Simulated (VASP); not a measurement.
Calculation: PBE GGA, VASP's PBE PAW potentials (set 64) (plane waves; VASP).

VASP ran on this input.

File KPOINTS:
```
Regular mesh
0
G
  8 8 8
```

POSCAR:
```
GdN
4.980
  0.0000000000   0.5000000000   0.5000000000
  0.5000000000   0.0000000000   0.5000000000
  0.5000000000   0.5000000000   0.0000000000
Gd N
1 1
Cart
  0.0000000000   0.0000000000   0.0000000000
  0.5000000000   0.5000000000   0.5000000000
```

INCAR:
```
! general
SYSTEM  = GdN
PREC    = Accurate
ENCUT   = 520
LREAL   = .FALSE.
LASPH   = .TRUE.
NBANDS  = 9

! electronic loop
EDIFF   = 1E-6
NELM    = 100
ALGO    = Normal
LMAXMIX = 6

! smearing
ISMEAR  = 0
SIGMA   = 0.05

! functional
GGA     = PE

! ions
ISIF    = 2

! output
LWAVE   = .FALSE.
LCHARG  = .FALSE.
```

POTCAR, in this order: Gd_3 N (PBE.64 set). Program: vasp_std.

Output of the run:

OSZICAR:
```
       N       E                     dE             d eps       ncg     rms          rms(c)
DAV:   1     0.458396304795E+02    0.45840E+02   -0.72393E+03   522   0.144E+03
DAV:   2    -0.166858650527E+02   -0.62525E+02   -0.59008E+02   886   0.234E+02
DAV:   3    -0.184586386535E+02   -0.17728E+01   -0.17673E+01   595   0.405E+01
DAV:   4    -0.184863118674E+02   -0.27673E-01   -0.27633E-01   739   0.462E+00
DAV:   5    -0.184866468426E+02   -0.33498E-03   -0.33468E-03   660   0.401E-01    0.268E+01
DAV:   6    -0.163583876380E+02    0.21283E+01   -0.23098E+01   567   0.324E+01    0.250E+01
DAV:   7    -0.161644578102E+02    0.19393E+00   -0.19239E+00   572   0.985E+00    0.168E+01
DAV:   8    -0.161642421756E+02    0.21563E-03   -0.96900E-02   594   0.413E+00    0.478E+00
DAV:   9    -0.161622034918E+02    0.20387E-02   -0.45673E-03   626   0.848E-01    0.469E-01
DAV:  10    -0.161624322302E+02   -0.22874E-03   -0.47868E-04   700   0.234E-01    0.201E-01
DAV:  11    -0.161624219301E+02    0.10300E-04   -0.66955E-05   632   0.637E-02    0.158E-02
DAV:  12    -0.161624224768E+02   -0.54677E-06   -0.10571E-05   663   0.310E-02    0.553E-03
DAV:  13    -0.161624221045E+02    0.37230E-06   -0.39041E-06   566   0.145E-02
   1 F= -.16162422E+02 E0= -.16162262E+02  d E =-.320823E-03
```

File OUTCAR:
```
------------------------ aborting loop because EDIFF is reached ----------------------------------------
  FORCE on cell =-STRESS in cart. coord.  units (eV):
  Direction    XX          YY          ZZ          XY          YZ          ZX
  --------------------------------------------------------------------------------------
  Total        0.0189655      0.0189655      0.0189655      0.0000000     -0.0000000      0.0000000
  in kB        0.9841182      0.9841182      0.9841182      0.0000000     -0.0000000      0.0000000
  external PRESSURE =       0.9841182 kB  Pullay stress =       0.0000000 kB
  volume of cell :       30.88
      direct lattice vectors                 reciprocal lattice vectors
     0.000000000  2.490000000  2.490000000    -0.200803213  0.200803213  0.200803213
     2.490000000  0.000000000  2.490000000     0.200803213 -0.200803213  0.200803213
     2.490000000  2.490000000  0.000000000     0.200803213  0.200803213 -0.200803213
 POSITION                                       TOTAL-FORCE (eV/Angst)
 -----------------------------------------------------------------------------------
      0.00000      0.00000      0.00000        -0.000000      0.000000      0.000000
      2.49000      2.49000      2.49000         0.000000     -0.000000     -0.000000
 -----------------------------------------------------------------------------------
    total drift:                                0.000000      0.000000      0.000000
  FREE ENERGIE OF THE ION-ELECTRON SYSTEM (eV)
  ---------------------------------------------------
  free  energy   TOTEN  =       -16.1624221045 eV

  energy  without entropy=      -16.1621012820  energy(sigma->0) =      -16.16226169
```
(Selected blocks of OUTCAR.)

The 4f electrons are frozen in the core of the lanthanide potential, so 4f levels, which can set the real gap, and their magnetism are missing.

The compound is GdN in the rock salt structure. The cell was not relaxed at this level. The run is one of a series of settings (NBANDS = 9 against the base run), some of them coarse on purpose.
